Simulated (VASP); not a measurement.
Calculation: PBEsol GGA, VASP's PBE PAW potentials (set 64) (plane waves; VASP).

Input for VASP

### POSCAR
```
HfCo2
1.0
  0.0000000000   3.5247970000   3.5247970000
  3.5247970000   0.0000000000   3.5247970000
  3.5247970000   3.5247970000   0.0000000000
Co Hf
4 2
Direct
  0.1250000000   0.1250000000   0.1250000000
  0.6250000000   0.1250000000   0.1250000000
  0.1250000000   0.6250000000   0.1250000000
  0.1250000000   0.1250000000   0.6250000000
  0.7500000000   0.7500000000   0.7500000000
  0.5000000000   0.5000000000   0.5000000000
```

**KPOINTS**
```
K-points
0
G
4 4 4
```

### INCAR
```
ALGO=Normal
EDIFF=1E-6
EDIFFG=-0.01
ENCUT=300
GGA=PS
IBRION=2
ISIF=3
ISMEAR=0
ISPIN=2
LASPH=T
LCHARG=F
LMAXMIX=6
LORBIT=11
LREAL=F
LWAVE=F
MAGMOM=3.0 3.0 3.0 3.0 0.0 0.0
NELM=100
NSW=50
PREC=Accurate
SIGMA=0.136
SYSTEM=HfCo2
```

POTCAR, in this order: Co Hf_pv (PBE.64 set). Program: vasp_std.

The run wrote:

File OSZICAR:
```
...
DAV:  20    -0.538374272307E+02   -0.48271E-03   -0.34957E-03  1729   0.538E-01    0.281E-01
DAV:  21    -0.538371578099E+02    0.26942E-03   -0.12694E-03  1610   0.318E-01    0.322E-01
DAV:  22    -0.538374092682E+02   -0.25146E-03   -0.68519E-04  1522   0.259E-01    0.225E-01
DAV:  23    -0.538375274255E+02   -0.11816E-03   -0.81602E-04  1661   0.217E-01    0.938E-02
DAV:  24    -0.538375498587E+02   -0.22433E-04   -0.13367E-04  1601   0.832E-02    0.124E-01
DAV:  25    -0.538375856006E+02   -0.35742E-04   -0.12359E-04  1753   0.100E-01    0.668E-02
DAV:  26    -0.538376012037E+02   -0.15603E-04   -0.54814E-05  1871   0.565E-02    0.433E-02
DAV:  27    -0.538376117473E+02   -0.10544E-04   -0.61617E-05  1674   0.703E-02    0.239E-02
DAV:  28    -0.538376142992E+02   -0.25520E-05   -0.18738E-05  1683   0.292E-02    0.161E-02
DAV:  29    -0.538376150036E+02   -0.70436E-06   -0.14778E-06   806   0.889E-03
   1 F= -.53837615E+02 E0= -.53792555E+02  d E =-.538376E+02  mag=     3.1064
       N       E                     dE             d eps       ncg     rms          rms(c)
DAV:   1    -0.994385518538E+02   -0.45601E+02   -0.63434E+02  1360   0.223E+02    0.115E+02
DAV:   2    -0.136355266458E+03   -0.36917E+02   -0.52771E+02  1425   0.283E+02    0.116E+02
DAV:   3    -0.562267030670E+02    0.80129E+02   -0.28563E+02  1418   0.136E+02    0.345E+01
DAV:   4    -0.549715370925E+02    0.12552E+01   -0.12394E+01  1422   0.184E+01    0.139E+01
DAV:   5    -0.541759450729E+02    0.79559E+00   -0.22927E+00  1757   0.976E+00    0.163E+01
DAV:   6    -0.539090626144E+02    0.26688E+00   -0.29758E+00  1608   0.196E+01    0.117E+01
DAV:   7    -0.534872028394E+02    0.42186E+00   -0.48197E-01  1599   0.816E+00    0.535E+00
DAV:   8    -0.534760643011E+02    0.11139E-01   -0.13676E-01  1756   0.204E+00    0.190E+00
DAV:   9    -0.534767386478E+02   -0.67435E-03   -0.45841E-03  1363   0.517E-01    0.128E+00
DAV:  10    -0.534767818291E+02   -0.43181E-04   -0.11288E-03  1649   0.367E-01    0.113E+00
DAV:  11    -0.534764495674E+02    0.33226E-03   -0.15090E-03  1734   0.248E-01    0.465E-01
DAV:  12    -0.534766676005E+02   -0.21803E-03   -0.46667E-04  1686   0.122E-01    0.253E-01
DAV:  13    -0.534765475442E+02    0.12006E-03   -0.87474E-05  1563   0.620E-02    0.277E-01
DAV:  14    -0.534764045199E+02    0.14302E-03   -0.12968E-04  1842   0.980E-02    0.149E-01
DAV:  15    -0.534763914096E+02    0.13110E-04   -0.33834E-05  1840   0.386E-02    0.801E-02
DAV:  16    -0.534763978057E+02   -0.63960E-05   -0.15325E-05  1540   0.409E-02    0.643E-02
DAV:  17    -0.534764059625E+02   -0.81568E-05   -0.52216E-05  1636   0.613E-02    0.499E-02
DAV:  18    -0.534764058534E+02    0.10906E-06   -0.59458E-06  1027   0.152E-02
   2 F= -.53476406E+02 E0= -.53439853E+02  d E =0.361209E+00  mag=    -0.0052
       N       E                     dE             d eps       ncg     rms          rms(c)
DAV:   1    -0.696157066859E+02   -0.16139E+02   -0.18210E+02  1360   0.140E+02    0.674E+01
DAV:   2    -0.141134748712E+03   -0.71519E+02   -0.72555E+02  1694   0.181E+02    0.119E+02
DAV:   3    -0.540110439319E+02    0.87124E+02   -0.20128E+02  1824   0.121E+02    0.133E+01
DAV:   4    -0.548102436851E+02   -0.79920E+00   -0.11240E+01  1408   0.170E+01    0.969E+00
DAV:   5    -0.545458974666E+02    0.26435E+00   -0.40280E-01  1690   0.369E+00    0.421E+00
DAV:   6    -0.545000594811E+02    0.45838E-01   -0.15932E-01  1468   0.232E+00    0.165E+00
DAV:   7    -0.545014698318E+02   -0.14104E-02   -0.21805E-02  1515   0.126E+00    0.174E+00
DAV:   8    -0.545026846407E+02   -0.12148E-02   -0.37199E-02  1374   0.199E+00    0.151E+00
DAV:   9    -0.544980956764E+02    0.45890E-02   -0.53252E-03  1559   0.781E-01    0.549E-01
DAV:  10    -0.544978399335E+02    0.25574E-03   -0.66463E-04  1731   0.199E-01    0.257E-01
DAV:  11    -0.544977827458E+02    0.57188E-04   -0.23668E-04  1534   0.135E-01    0.375E-02
DAV:  12    -0.544977876425E+02   -0.48966E-05   -0.20769E-05  1574   0.420E-02    0.697E-02
DAV:  13    -0.544977807781E+02    0.68644E-05   -0.25753E-05  1486   0.489E-02    0.218E-02
DAV:  14    -0.544977810531E+02   -0.27504E-06   -0.94049E-07   694   0.882E-03
   3 F= -.54497781E+02 E0= -.54452882E+02  d E =-.660166E+00  mag=    -0.0019
       N       E                     dE             d eps       ncg     rms          rms(c)
DAV:   1    -0.545194409324E+02   -0.21660E-01   -0.21249E-01  1360   0.454E+00    0.271E+00
DAV:   2    -0.546777527180E+02   -0.15831E+00   -0.55059E-01  1646   0.806E+00    0.700E+00
DAV:   3    -0.545004777051E+02    0.17728E+00   -0.35866E-01  1605   0.649E+00    0.456E-01
DAV:   4    -0.544998362984E+02    0.64141E-03   -0.11804E-02  1531   0.839E-01    0.144E-01
DAV:   5    -0.544996388399E+02    0.19746E-03   -0.55026E-04  1588   0.140E-01    0.209E-01
DAV:   6    -0.544995633425E+02    0.75497E-04   -0.10460E-04  1833   0.696E-02    0.118E-01
DAV:   7    -0.544995580949E+02    0.52476E-05   -0.10297E-05  1583   0.189E-02    0.638E-02
DAV:   8    -0.544995577563E+02    0.33868E-06   -0.22761E-06  1023   0.836E-03
   4 F= -.54499558E+02 E0= -.54454936E+02  d E =-.661943E+00  mag=    -0.0053
       N       E                     dE             d eps       ncg     rms          rms(c)
DAV:   1    -0.545053357022E+02   -0.57776E-02   -0.61455E-02  1360   0.245E+00    0.147E+00
DAV:   2    -0.545516664594E+02   -0.46331E-01   -0.16072E-01  1646   0.435E+00    0.379E+00
DAV:   3    -0.544998318604E+02    0.51835E-01   -0.10576E-01  1612   0.354E+00    0.251E-01
DAV:   4    -0.544996197257E+02    0.21213E-03   -0.35117E-03  1552   0.466E-01    0.850E-02
DAV:   5    -0.544995719363E+02    0.47789E-04   -0.15241E-04  1596   0.762E-02    0.116E-01
DAV:   6    -0.544995490572E+02    0.22879E-04   -0.29510E-05  1841   0.375E-02    0.585E-02
DAV:   7    -0.544995478739E+02    0.11833E-05   -0.28281E-06  1163   0.104E-02    0.324E-02
DAV:   8    -0.544995479025E+02   -0.28559E-07   -0.65804E-07   724   0.524E-03
   5 F= -.54499548E+02 E0= -.54455076E+02  d E =-.661933E+00  mag=    -0.0142
       N       E                     dE             d eps       ncg     rms          rms(c)
DAV:   1    -0.545056791297E+02   -0.61313E-02   -0.64149E-02  1360   0.251E+00    0.149E+00
DAV:   2    -0.545552859526E+02   -0.49607E-01   -0.19295E-01  1646   0.447E+00    0.399E+00
DAV:   3    -0.544997178928E+02    0.55568E-01   -0.11517E-01  1612   0.365E+00    0.233E-01
DAV:   4    -0.544996064285E+02    0.11146E-03   -0.39838E-03  1530   0.473E-01    0.889E-02
DAV:   5    -0.544995851972E+02    0.21231E-04   -0.17534E-04  1754   0.103E-01    0.136E-01
DAV:   6    -0.544995552004E+02    0.29997E-04   -0.41517E-05  1821   0.494E-02    0.468E-02
DAV:   7    -0.544995563947E+02   -0.11943E-05   -0.52664E-06  1437   0.159E-02    0.253E-02
DAV:   8    -0.544995568840E+02   -0.48928E-06   -0.35500E-07   687   0.435E-03
   6 F= -.54499557E+02 E0= -.54454935E+02  d E =-.898153E-05  mag=    -0.0297
       N       E                     dE             d eps       ncg     rms          rms(c)
DAV:   1    -0.545009386153E+02   -0.13822E-02   -0.13570E-02  1360   0.115E+00    0.678E-01
DAV:   2    -0.545112645931E+02   -0.10326E-01   -0.36225E-02  1646   0.205E+00    0.180E+00
DAV:   3    -0.544996947070E+02    0.11570E-01   -0.23208E-02  1612   0.166E+00    0.113E-01
DAV:   4    -0.544996643378E+02    0.30369E-04   -0.78577E-04  1560   0.215E-01    0.351E-02
DAV:   5    -0.544996580603E+02    0.62775E-05   -0.38060E-05  1636   0.423E-02    0.565E-02
DAV:   6    -0.544996596255E+02   -0.15652E-05   -0.12974E-05  1610   0.307E-02    0.343E-02
DAV:   7    -0.544996628154E+02   -0.31900E-05   -0.18240E-06   738   0.117E-02    0.299E-02
DAV:   8    -0.544996474221E+02    0.15393E-04   -0.36088E-05  1484   0.630E-02    0.402E-02
DAV:   9    -0.544996391775E+02    0.82445E-05   -0.38406E-05  1749   0.554E-02    0.401E-02
DAV:  10    -0.544996378267E+02    0.13508E-05   -0.77879E-06  1431   0.212E-02    0.332E-02
DAV:  11    -0.544996370078E+02    0.81891E-06   -0.27168E-06   986   0.147E-02
   7 F= -.54499637E+02 E0= -.54455081E+02  d E =-.891053E-04  mag=    -0.0018
```

OUTCAR:
```
------------------------ aborting loop because EDIFF is reached ----------------------------------------
  FORCE on cell =-STRESS in cart. coord.  units (eV):
  Direction    XX          YY          ZZ          XY          YZ          ZX
  --------------------------------------------------------------------------------------
  Total       -0.0142105     -0.0142105     -0.0142105     -0.0000000     -0.0000000     -0.0000000
  in kB       -0.2949297     -0.2949297     -0.2949297     -0.0000000     -0.0000000     -0.0000000
  external PRESSURE =      -0.2949297 kB  Pullay stress =       0.0000000 kB
  volume of cell :       77.20
      direct lattice vectors                 reciprocal lattice vectors
    -0.000000000  3.379533961  3.379533961    -0.147949394  0.147949394  0.147949394
     3.379533961 -0.000000000  3.379533961     0.147949394 -0.147949394  0.147949394
     3.379533961  3.379533961  0.000000000     0.147949394  0.147949394 -0.147949394
 POSITION                                       TOTAL-FORCE (eV/Angst)
 -----------------------------------------------------------------------------------
      0.84488      0.84488      0.84488        -0.000000     -0.000000      0.000000
      0.84488      2.53465      2.53465        -0.000000     -0.000000     -0.000000
      2.53465      0.84488      2.53465        -0.000000     -0.000000     -0.000000
      2.53465      2.53465      0.84488        -0.000000     -0.000000      0.000000
      5.06930      5.06930      5.06930        -0.000000     -0.000000     -0.000000
      3.37953      3.37953      3.37953         0.000000      0.000000      0.000000
 -----------------------------------------------------------------------------------
    total drift:                                0.000000      0.000000      0.000000
  FREE ENERGIE OF THE ION-ELECTRON SYSTEM (eV)
  ---------------------------------------------------
  free  energy   TOTEN  =       -54.4996370078 eV

  energy  without entropy=      -54.4105250274  energy(sigma->0) =      -54.45508102

 total charge

# of ion       s       p       d       tot
------------------------------------------
    1        0.541   0.578   7.329   8.449
    2        0.541   0.578   7.329   8.449
    3        0.541   0.578   7.329   8.449
    4        0.541   0.578   7.329   8.449
    5        0.398   6.518   1.671   8.587
    6        0.398   6.518   1.671   8.587
--------------------------------------------------
tot          2.962  15.346  32.660  50.968

 magnetization (x)

# of ion       s       p       d       tot
------------------------------------------
    1        0.000  -0.000  -0.001  -0.001
    2        0.000  -0.000  -0.001  -0.001
    3        0.000  -0.000  -0.001  -0.001
    4        0.000  -0.000  -0.001  -0.001
    5       -0.000   0.000   0.000   0.000
    6       -0.000   0.000   0.000   0.000
--------------------------------------------------
tot          0.000   0.000  -0.003  -0.003

 reached required accuracy - stopping structural energy minimisation
```
(Selected blocks of OUTCAR.)

### CONTCAR
```
HfCo2
   1.00000000000000
    -0.0000000000000000    3.3795339607085744    3.3795339607085744
     3.3795339607085744   -0.0000000000000000    3.3795339607085744
     3.3795339607085744    3.3795339607085744    0.0000000000000000
  Co              Hf
     4     2
Direct
     0.1250000000000000    0.1250000000000000    0.1250000000000000
     0.6250000000000000    0.1250000000000000    0.1250000000000000
     0.1250000000000000    0.6250000000000000    0.1250000000000000
     0.1250000000000000    0.1250000000000000    0.6250000000000000
     0.7500000000000000    0.7500000000000000    0.7500000000000000
     0.5000000000000000    0.5000000000000000    0.5000000000000000
```

At this cut-off the stress carries a Pulay error, which pulls relaxed volumes low. Energy and stress use the plane-wave basis of the starting cell.

The structure was generated: HfCo2 was put into an ordered model structure, which need not be its known phase. This run relaxes it. Symmetry was kept, so distortions that lower it aren't found. The k-mesh is coarse (spacing up to 0.40 per Å, 2π included), so the numbers may not be converged in it. The run is one of a series of settings (EDIFFG = -0.01, IBRION = 2, ISIF = 3, NSW = 50 against the base run), some of them coarse on purpose.
